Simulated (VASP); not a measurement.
Data:

```xyz
4
Lattice="2.1777 -3.7333 0.0000 2.1777 3.7333 0.0000 0.0000 0.0000 4.4767" Properties=species:S:1:pos:R:3 pbc="T T T"
Ga     2.1777    -1.1625     1.8596
Ga     2.1777     1.1625     2.6171
Ga     2.1777    -2.5707     4.0980
Ga     2.1777     2.5707     0.3787
```

Method: PBE GGA, VASP's PBE PAW potentials (set 64) (plane waves; VASP 6.6.1). Numerical set-up: 420 eV cut-off, 9×9×7 Γ-centred mesh, first-order Methfessel-Paxton smearing of 0.050 eV, potentials Ga_d.

Energy and stress use the plane-wave basis of the starting cell.

The ions, cell shape and volume are relaxed. Which structure does the run end with?

```xyz
4
Lattice="2.3052 -3.8659 0.0000 2.3052 3.8659 0.0000 0.0000 0.0000 4.5334" Properties=species:S:1:pos:R:3 pbc="T T T"
Ga     2.3052    -1.2047     1.8874
Ga     2.3052     1.2047     2.6460
Ga     2.3052    -2.6612     4.1542
Ga     2.3052     2.6612     0.3793
```
Space group Cmce (64), at a tolerance of 0.03 Å.

How do energy and volume change from the first to the last step?

The energy (σ→0) changes by -40.8 meV/atom and the volume by +11.0 %, in 14 ionic steps.

The structure comes from a computed database's Ga entry; how it stands against other phases isn't given here. This run relaxes it. Symmetry was kept, so distortions that lower it aren't found. The run is one of a series of settings (EDIFF = 1E-09, EDIFFG = -0.005, ENCUT = 420, IBRION = 2, ISIF = 3, NSW = 50, KPOINTS 9×9×7 Γ-centred mesh against the base run), some of them coarse on purpose.
